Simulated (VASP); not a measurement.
Output of a VASP run:

OSZICAR:
```
       N       E                     dE             d eps       ncg     rms          rms(c)
DAV:   1    -0.219637240815E+04   -0.21964E+04   -0.32155E+03    72   0.720E+02
DAV:   2    -0.223414638175E+04   -0.37774E+02   -0.37159E+02   100   0.989E+01
DAV:   3    -0.223566676506E+04   -0.15204E+01   -0.15176E+01   104   0.265E+01
DAV:   4    -0.223567909288E+04   -0.12328E-01   -0.12315E-01    78   0.289E+00
DAV:   5    -0.843742641281E+01    0.22272E+04   -0.68544E+00    72   0.175E+01    0.215E+01
DAV:   6    -0.844566074452E+01   -0.82343E-02   -0.25171E-01    86   0.355E+00    0.167E+01
DAV:   7    -0.842149183103E+01    0.24169E-01   -0.39864E-02    78   0.126E+00    0.104E+01
DAV:   8    -0.841398631830E+01    0.75055E-02   -0.88774E-03    77   0.593E-01    0.636E+00
DAV:   9    -0.841197867372E+01    0.20076E-02   -0.24220E-03    76   0.317E-01    0.383E+00
DAV:  10    -0.841158676645E+01    0.39191E-03   -0.72359E-04    75   0.179E-01    0.229E+00
DAV:  11    -0.841159834750E+01   -0.11581E-04   -0.24941E-04    75   0.111E-01    0.136E+00
DAV:  12    -0.841167667106E+01   -0.78324E-04   -0.97082E-05    76   0.721E-02    0.808E-01
DAV:  13    -0.841174119352E+01   -0.64522E-04   -0.40676E-05    76   0.477E-02    0.479E-01
DAV:  14    -0.841178232234E+01   -0.41129E-04   -0.17998E-05    76   0.321E-02    0.284E-01
DAV:  15    -0.841180578911E+01   -0.23467E-04   -0.82655E-06    75   0.219E-02    0.169E-01
DAV:  16    -0.841181864574E+01   -0.12857E-04   -0.39074E-06    74   0.151E-02    0.100E-01
DAV:  17    -0.841182558899E+01   -0.69433E-05   -0.18704E-06    66   0.105E-02    0.597E-02
DAV:  18    -0.841182916470E+01   -0.35757E-05   -0.94358E-07    66   0.748E-03    0.354E-02
DAV:  19    -0.841183108917E+01   -0.19245E-05   -0.45409E-07    66   0.517E-03    0.211E-02
DAV:  20    -0.841183209914E+01   -0.10100E-05   -0.21856E-07    47   0.361E-03    0.126E-02
DAV:  21    -0.841183257516E+01   -0.47603E-06   -0.11607E-07    39   0.270E-03
   1 F= -.84118326E+01 E0= -.84120742E+01  d E =0.724819E-03
```

### OUTCAR
```
------------------------ aborting loop because EDIFF is reached ----------------------------------------
  FORCE on cell =-STRESS in cart. coord.  units (eV):
  Direction    XX          YY          ZZ          XY          YZ          ZX
  --------------------------------------------------------------------------------------
  Total        1.5994738      2.4380881      2.3461008      0.0000000      0.0000000     -0.2777455
  in kB       42.4033144     64.6356410     62.1969841      0.0000000      0.0000000     -7.3632529
  external PRESSURE =      56.4119798 kB  Pullay stress =       0.0000000 kB
  volume of cell :       60.43
      direct lattice vectors                 reciprocal lattice vectors
     3.957342000 -2.155000000  0.000000000     0.126347432 -0.232018561 -0.099265996
     3.957342000  2.155000000  0.000000000     0.126347432  0.232018561 -0.099265996
     2.783820000  0.000000000  3.543293000     0.000000000  0.000000000  0.282223344
 POSITION                                       TOTAL-FORCE (eV/Angst)
 -----------------------------------------------------------------------------------
      2.49810      0.00000      0.82736        -2.153387      0.000000     -0.713191
      8.20040      0.00000      2.71593         2.153387      0.000000      0.713191
 -----------------------------------------------------------------------------------
    total drift:                               -0.000015      0.000000     -0.000005
  FREE ENERGIE OF THE ION-ELECTRON SYSTEM (eV)
  ---------------------------------------------------
  free  energy   TOTEN  =        -8.4118325752 eV

  energy  without entropy=       -8.4125573939  energy(sigma->0) =       -8.41207418

  exchange ACFDT corr.  =         0.00000000  see jH, gK, PRB 81, 115126
```
(Selected blocks of OUTCAR.)

### POSCAR
```
Sb
1
    3.9573420000    -2.1550000000     0.0000000000
    3.9573420000     2.1550000000     0.0000000000
    2.7838200000     0.0000000000     3.5432930000
Sb
2
Direct
  0.2335000000   0.2335000000   0.2335000000
  0.7665000000   0.7665000000   0.7665000000
```

### Question
Write an INCAR and KPOINTS that could have produced this output.

### Answer
Several could match; the one computed here: the input of the run itself, HSE06 screened hybrid, plane waves, VASP's PBE PAW potentials (set 64).

### KPOINTS
```
kpoints
0
Gamma
 2 2 2
```

**INCAR**
```
PRECFOCK  =  Fast
HFSCREEN  =  0.2
ENCUT  =  400
ISYM  =  3
LCHARG  =  .FALSE.
LHFCALC  =  .TRUE.
LMAXMIX  =  4
LASPH  =  .TRUE.
LWAVE  =  .FALSE.
ALGO  =  Normal   # blocked Davidson
LREAL  =  .FALSE.   # projection in real space or not
SIGMA  =  0.1   # width (eV)
ISIF  =  2   # forces and stress, cell fixed
PREC  =  Accurate
SYSTEM  =  Sb
GGA  =  PE   # PBE
EDIFF  =  1E-6   # SCF stop (eV)
AEXX  =  0.25
ISMEAR  =  1   # Methfessel-Paxton
NELM  =  100   # most electronic steps
```

POTCAR, in this order: Sb (PBE.64 set). Program: vasp_std.

The compound is Sb in the a7 structure. The cell was not relaxed at this level. The k-mesh is coarse (spacing up to 0.89 per Å, 2π included), so the numbers may not be converged in it.
